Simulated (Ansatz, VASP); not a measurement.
## One calculation of Ga2GeO3, two programs

Contents of INCAR:

```
ALGO = Normal
EDIFF = 1E-7
ENCUT = 520
GGA = PE
ISIF = 2
ISMEAR = 0
LASPH = T
LCHARG = T
LELF = T
LREAL = F
LVHAR = T
LWAVE = F
NBANDS = 38
NELM = 80
PREC = Accurate
SIGMA = 0.1
```

File KPOINTS:

```
k-points
0
Gamma
  6 6 4
```

File POSCAR:

```
Ga2GeO3
1.0
    5.0370172300      0.0000000000      0.0000000000
   -2.5185086100      4.3621848800      0.0000000000
    0.0000000000      0.0000000000      4.1504469200
Ga Ge O
2 1 3
Direct
    0.3333333300      0.6666666700      0.0000000000
    0.6666666700      0.3333333300      0.0000000000
    0.0000000000      0.0000000000      0.0000000000
    0.5000000000      0.0000000000      0.5000000000
    0.0000000000      0.5000000000      0.5000000000
    0.5000000000      0.5000000000      0.5000000000
```

Input for Ansatz:

```yaml
crystal:
  lattice:
    - [5.03701723, 0.0, 0.0]
    - [-2.51850861, 4.36218488, 0.0]
    - [0.0, 0.0, 4.15044692]
  atoms:
    - { symbol: Ga, position: [0.33333333, 0.66666667, 0.0] }
    - { symbol: Ga, position: [0.66666667, 0.33333333, 0.0] }
    - { symbol: Ge, position: [0.0, 0.0, 0.0] }
    - { symbol: O, position: [0.5, 0.0, 0.5] }
    - { symbol: O, position: [0.0, 0.5, 0.5] }
    - { symbol: O, position: [0.5, 0.5, 0.5] }
basis:
  ecutwfc: 420
kpoints:
  mp_grid: { grid: [6, 6, 4] }
hamiltonian:
  xc: pbe
scf:
  occupations: { method: gaussian, width: 0.1 }
  lower_state_search: "off"
output:
  forces: true
  stress: true
  eigenvalues: true
```

Change from the starting cell: species swapped into the YCo3Ni2 type (P6/mmm, No. 191).

Alike in both runs: task single point; functional PBE; k mesh 6 × 6 × 4; occupations gaussian, width 0.1 eV; no spin polarisation.

|  | VASP | Ansatz |
| --- | --- | --- |
| version | VASP 6.6.1 | Ansatz 0.2.0 |
| potentials or method | VASP PAW PBE potentials, release 64 (Ga_d, Ge_d, O) | scalar-relativistic, plane waves, PAW |
| plane-wave cutoff (eV) | 520 | 420 |
| valence electrons in the cell | 58 | 58 |

Ansatz gave:

* gap on the k mesh at the Fermi level (eV): none
* pressure (GPa): -11.3
* largest component of the traceless stress (GPa): 13.98

**Question.** Estimate VASP's values.

**Answer.** gap on the k mesh at the Fermi level (eV): none; pressure (GPa): -11.2; largest component of the traceless stress (GPa): 13.92.

A gap of «none» marks a metal or a gap that the smearing closes.

Caveats: the k mesh is coarse (spacing up to 0.38 Å⁻¹), so the values aren't converged.
